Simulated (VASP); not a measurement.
Input for VASP

**POSCAR**
```
Ag
1
    0.0000000000     2.0450000000     2.0450000000
    2.0450000000     0.0000000000     2.0450000000
    2.0450000000     2.0450000000     0.0000000000
Ag
1
Direct
  0.0000000000   0.0000000000   0.0000000000
```

**KPOINTS**
```
Automatic mesh
0
Gamma
  14 14 14
```

INCAR:
```
! general
SYSTEM   =  Ag
PREC     =  Accurate
ENCUT    =  480
LREAL    =  .FALSE.
LASPH    =  .TRUE.

! electronic loop
EDIFF    =  1E-6
NELM     =  100
ALGO     =  Normal
LMAXMIX  =  4

! smearing
ISMEAR   =  1
SIGMA    =  0.1

! functional
GGA      =  PE

! ions
IBRION   =  2
NSW      =  60
ISIF     =  3
EDIFFG   =  -0.01

! output
LWAVE    =  .FALSE.
LCHARG   =  .FALSE.
```

POTCAR, in this order: Ag (PBE.64 set). Program: vasp_std.

Write an equivalent input for Ansatz.

One equivalent input (not run):
Ansatz 0.2 input:
```yaml
crystal:
  lattice:
    - [0.0000000, 2.0450000, 2.0450000]
    - [2.0450000, 0.0000000, 2.0450000]
    - [2.0450000, 2.0450000, 0.0000000]
  atoms:
    - { symbol: Ag, position: [0.0000000, 0.0000000, 0.0000000] }
kpoints:
  mp_grid: { grid: [14, 14, 14] }
hamiltonian:
  xc: pbe
  pseudopotentials: { kind: paw }
scf:
  occupations: { method: methfessel_paxton, width: 0.1 }
  max_iter: 100
relax:
  max_steps: 60
  f_tol: 0.01
  cell: {}
output: { forces: true, stress: true, eigenvalues: true }
```
What does not carry over: each code has its own PAW files, so the cut-off isn't converted (ENCUT is set for VASP's; basis.ecutwfc is left out, and Ansatz then takes the one that its files recommend); Ansatz stops its SCF on the density residual and VASP on the energy change (EDIFF).

The compound is Ag in the fcc structure. This run relaxes it. Symmetry was kept, so distortions that lower it aren't found.
